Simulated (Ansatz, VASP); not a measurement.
## TaVN2 in VASP and in Ansatz

Contents of INCAR:

```
SYSTEM = TaVN2
PREC = Accurate
ENCUT = 520
EDIFF = 1E-6
ISMEAR = -1
SIGMA = 0.05
LREAL = .FALSE.
LASPH = .TRUE.
NELM = 150
ALGO = Normal
ISIF = 2
LWAVE = .FALSE.
LCHARG = .TRUE.
ISPIN = 2
MAGMOM = 0 2 0 0
LORBIT = 11
LMAXMIX = 4
GGA = PE
LELF = .TRUE.
LVHAR = .TRUE.
NBANDS = 29
```

KPOINTS

```
regular mesh
0
G
  9 9 6
  0 0 0
```

POSCAR

```
TaVN2
1.0
    3.1096834999      0.0000000000      0.0000000000
    0.0000000000      3.1096834999      0.0000000000
    0.0000000000      0.0000000000      4.3803199011
Ta V N
1 1 2
Direct
    0.0000000000      0.0000000000      0.0000000000
    0.5000000000      0.5000000000      0.5000000000
    0.5000000000      0.5000000000      0.0000000000
    0.0000000000      0.0000000000      0.5000000000
```

Contents of input.yaml:

```yaml
crystal:
  lattice:
    - [3.1096834999, 0.0, 0.0]
    - [0.0, 3.1096834999, 0.0]
    - [0.0, 0.0, 4.3803199011]
  atoms:
    - { symbol: Ta, position: [0.0, 0.0, 0.0] }
    - { symbol: V, position: [0.5, 0.5, 0.5], spin: 2.0 }
    - { symbol: "N", position: [0.5, 0.5, 0.0] }
    - { symbol: "N", position: [0.0, 0.0, 0.5] }
hamiltonian:
  xc: pbe
  pseudopotentials: { kind: paw }
magnetization:
  spin_polarized: true
kpoints:
  mp_grid: { grid: [9, 9, 6] }
scf:
  occupations: { method: fermi_dirac, width: 0.05 }
output:
  forces: true
  stress: true
  eigenvalues: true
  write_density: true
  write_potential: true
  elf: true
  volumetric_format: npy
```

The cell comes from a database or a generator and needn't be the stable form of this composition.

Alike in both runs: task single point; functional PBE; k mesh 9 × 9 × 6; occupations fermi-dirac, width 0.05 eV; collinear spin.

```csv
,VASP,Ansatz
version,VASP 6.6.1,Ansatz 0.2.0
potentials or method,"VASP PAW PBE potentials, release 64 (Ta_pv, V_sv, N)",Ansatz PAW
plane-wave cutoff (eV),520,420
valence electrons in the cell,34,36
```

```tsv
	VASP	Ansatz	Ansatz less VASP
gap on the k mesh at the Fermi level (eV)	none	none	-
pressure (GPa)	-15.0	-15.6	-0.54
largest component of the traceless stress (GPa)	0.18	0.22	+0.041
net moment per atom (μB)	0.35	0.35	-0.002
size of the moment on the site where the two differ most (μB)	1.36	1.18	-0.179
```

Site moments also hang on the region over which each program counts them. A gap of «none» marks a metal or a gap that the smearing closes. The two sets of potentials don't hold the same shells in valence.

Caveats: so large a pressure means that the cell lies far from this level's equilibrium, or that cutoff or potentials fall short (VASP); the pressure holds a Pulay correction of +0.5 GPa for the finite cutoff (Ansatz). The runs have no spin-orbit coupling, so splittings on Ta are missing.
